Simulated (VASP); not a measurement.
Computed with r2SCAN meta-GGA, VASP's PBE PAW potentials (set 64) (plane waves; VASP).

Input for VASP

**KPOINTS**
```
Automatic
0
Gamma
9 9 9
```

### POSCAR
```
NiSi2
1
    0.0000000000     2.6949412394     2.6949412394
    2.6949412394     0.0000000000     2.6949412394
    2.6949412394     2.6949412394    -0.0000000000
Si Ni
2 1
Direct
  0.2500000000   0.2500000000   0.2500000000
  0.7500000000   0.7500000000   0.7500000000
  0.0000000000   0.0000000000   0.0000000000
```

INCAR:
```
SYSTEM = NiSi2
PREC = Accurate; ENCUT = 520; LREAL = F
LASPH = T
EDIFF = 1E-6; NELM = 100; ALGO = Normal
LMAXMIX = 4; LMIXTAU = T
ISMEAR = 1; SIGMA = 0.1
METAGGA = R2SCAN
IBRION = 2; NSW = 60; ISIF = 3
EDIFFG = -0.02
LWAVE = F; LCHARG = F
```

POTCAR, in this order: Si Ni (PBE.64 set). Program: vasp_std.

**Question.** What does the run give for the energy per atom (σ→0), band gap (on the k-mesh)?

**Answer.** 
energy per atom (σ→0): -10.176 eV/atom
band gap (on the k-mesh): none (metal, semimetal or under 0.01 eV)

File OSZICAR:
```
...
DAV:  12    -0.305271873200E+02   -0.27137E-02   -0.14097E-02  1061   0.302E+00    0.402E-02
DAV:  13    -0.305273098415E+02   -0.12252E-03   -0.39240E-04  1078   0.354E-01    0.173E-02
DAV:  14    -0.305272859865E+02    0.23855E-04   -0.21198E-05  1338   0.738E-02    0.781E-03
DAV:  15    -0.305273063396E+02   -0.20353E-04   -0.55172E-06  1083   0.335E-02    0.780E-03
DAV:  16    -0.305272850719E+02    0.21268E-04   -0.30909E-06   907   0.269E-02    0.228E-03
DAV:  17    -0.305272873956E+02   -0.23237E-05   -0.20110E-07   535   0.695E-03    0.103E-03
DAV:  18    -0.305272879901E+02   -0.59452E-06   -0.57546E-08   525   0.279E-03
   1 F= -.30527288E+02 E0= -.30527278E+02  d E =-.305273E+02
```

The compound is NiSi2 in the fluorite structure. It was relaxed first. The run is not spin-polarised, so no magnetic state was tried.
